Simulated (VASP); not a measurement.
C4N:

```xyz
5
Lattice="2.0205 -1.4294 0.0000 2.0205 1.4294 0.0000 -1.0497 0.0000 3.0735" Properties=species:S:1:pos:R:3 pbc="T T T"
C    -0.0511    0.0000    2.0131
C     3.0424    0.0000    1.0604
C     1.9735    0.0000    2.0746
C     1.0179    0.0000    0.9989
N     2.0205    0.0000    0.0000
```

The cell was built by a generator and needn't be a form met in nature.

* Program: VASP 6.6.1
* Task: relaxation of cell and atoms
* Functional: PBE
* Potentials or basis: VASP PAW PBE potentials, release 64 (C, N)
* Cutoff: 600 eV
* k mesh: 8 × 8 × 6
* Occupations: gaussian, width 0.1 eV
* Spin: no spin polarisation

At the start: pressure 429.0 GPa; volume 3.55 Å³/atom.

How do energy, volume and symmetry change on relaxing?

Over 39 steps the energy falls by 3801.8 meV/atom and the volume is 6.58 Å³/atom (+85.3 %); space group C2/m (No. 12, to 0.05 Å).

The path:
```csv
step,energy change (eV),largest force (eV/Å),pressure (GPa),volume (Å³)
1,0.0000,4.4699,429.03,17.75
2,-3.4900,2.5979,-60.01,55.04
3,-10.5725,5.0200,-10.25,31.20
4,-10.6200,5.0055,-4.06,30.44
5,-10.6376,4.9732,3.73,29.63
6,-12.3071,3.1260,0.43,31.63
7,-12.3075,3.1566,0.61,31.65
8,-13.5090,5.0786,4.24,32.83
9,-13.6111,6.2163,8.92,33.17
10,-13.8399,6.8301,9.10,33.44
11,-14.4497,9.1076,11.15,34.24
12,-14.5927,13.5938,21.21,35.73
13,-14.7428,12.0096,16.87,35.15
14,-15.1124,11.5288,14.21,35.45
15,-15.9633,10.0935,7.92,36.30
16,-16.2089,8.5500,5.47,37.87
17,-16.3590,9.2248,4.97,37.27
18,-16.7246,8.0710,1.07,37.18
19,-17.5478,4.6889,-8.38,36.90
20,-18.0169,1.3370,-19.12,36.33
21,-18.0356,0.8183,-18.04,36.41
22,-18.1236,0.6285,-16.37,36.14
23,-18.3457,0.5038,-10.73,35.31
24,-18.5809,1.6618,3.85,33.65
25,-18.5933,1.9479,8.46,33.22
26,-18.7253,0.9601,6.34,33.00
27,-18.8630,1.1976,4.33,32.49
28,-18.8647,1.3678,4.29,32.42
29,-18.9272,1.1160,1.74,32.48
30,-18.9541,0.8151,-0.77,32.53
31,-18.9735,0.4186,0.08,32.51
32,-18.9824,0.4321,1.32,32.48
33,-18.9903,0.2762,0.93,32.54
34,-18.9985,0.4453,-0.16,32.70
35,-19.0043,0.1926,0.16,32.75
36,-19.0062,0.1208,0.49,32.79
37,-19.0082,0.0505,0.47,32.82
38,-19.0087,0.0930,0.46,32.85
39,-19.0091,0.0279,-0.08,32.89
```

Final structure:
```yaml
crystal:
  lattice:
    - [2.95632, -1.28875, -0.32158]
    - [2.95632, 1.28875, -0.32158]
    - [-1.96347, 0.00000, 4.52980]
  atoms:
    - { symbol: C, position: [0.29769, 0.29769, 0.71612] }
    - { symbol: C, position: [0.70231, 0.70231, 0.28388] }
    - { symbol: C, position: [0.63818, 0.63818, 0.56580] }
    - { symbol: C, position: [0.36182, 0.36182, 0.43420] }
    - { symbol: N, position: [0.50000, 0.50000, 0.00000] }
```

Caveat: the volume moved by over 15 % at a fixed basis, so the end points are rough.
